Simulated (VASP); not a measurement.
```xyz
4
Lattice="3.4615 0.0000 0.0000 0.0000 3.4615 0.0000 0.0000 0.0000 3.4615" Properties=species:S:1:pos:R:3 pbc="T T T"
Fe     0.0000     0.0000     0.0000
Ni     0.0000     1.7308     1.7308
Ni     1.7308     0.0000     1.7308
Ni     1.7308     1.7308     0.0000
```
Starting moments (μB, in the order of the record's atoms Fe Ni Ni Ni): 2.8 0.6 0.6 0.6.

Level of theory: PBEsol GGA, VASP's PBE PAW potentials (set 64) (plane waves; VASP 6.6.1). Run with 500 eV cut-off, 9×9×9 Γ-centred mesh, first-order Methfessel-Paxton smearing of 0.10 eV, potentials Fe Ni.

Q: The ions, cell shape and volume at an external pressure of 10.0 GPa are relaxed. Give the cell that the relaxation ends in.

A: 
```xyz
4
Lattice="3.4394 0.0000 0.0000 0.0000 3.4394 0.0000 0.0000 0.0000 3.4394" Properties=species:S:1:pos:R:3 pbc="T T T"
Fe     0.0000     0.0000     0.0000
Ni     0.0000     1.7197     1.7197
Ni     1.7197     0.0000     1.7197
Ni     1.7197     1.7197     0.0000
```
Space group Pm-3m (221), at a tolerance of 0.03 Å. The cell ends with 4.47 μB, on the sites 2.76 0.56 0.56 0.56 μB.

Q: How do energy and volume change from the first to the last step?

A: The energy (σ→0) changes by +9.1 meV/atom and the volume by -1.9 %, in 3 ionic steps.

The compound is Ni3Fe in the L1_2 structure. This run relaxes it under an external pressure of 10 GPa. Symmetry was kept, so distortions that lower it aren't found.
